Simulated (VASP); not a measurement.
Energy against volume of HfC (rock salt). Calculation: PBE GGA with D3 dispersion (Becke-Johnson damping), VASP's PBE PAW potentials (set 64) (plane waves; VASP). Settings: 520 eV cut-off, 14×14×14 Γ-centred mesh, first-order Methfessel-Paxton smearing of 0.10 eV, potentials Hf_pv C.

| V (Å³/atom) | E (eV/atom) |
|---|---|
| 11.930 | -10.87629 |
| 12.299 | -10.88522 |
| 12.668 | -10.87687 |
| 13.037 | -10.85367 |

Problem. Fit these four points and predict the energy of the run at 11.561 Å³/atom.

Solution. A cubic in V^(−2/3), the third-order Birch-Murnaghan form, passes through the four points with V0 = 12.30 Å³/atom and B0 = 250 GPa, and gives -10.8472 eV/atom there. The run gave -10.8473 eV/atom, -0.1 meV/atom from the fit; all five points give B0 = 250 GPa.

The compound is HfC in the rock salt structure. It was relaxed first.
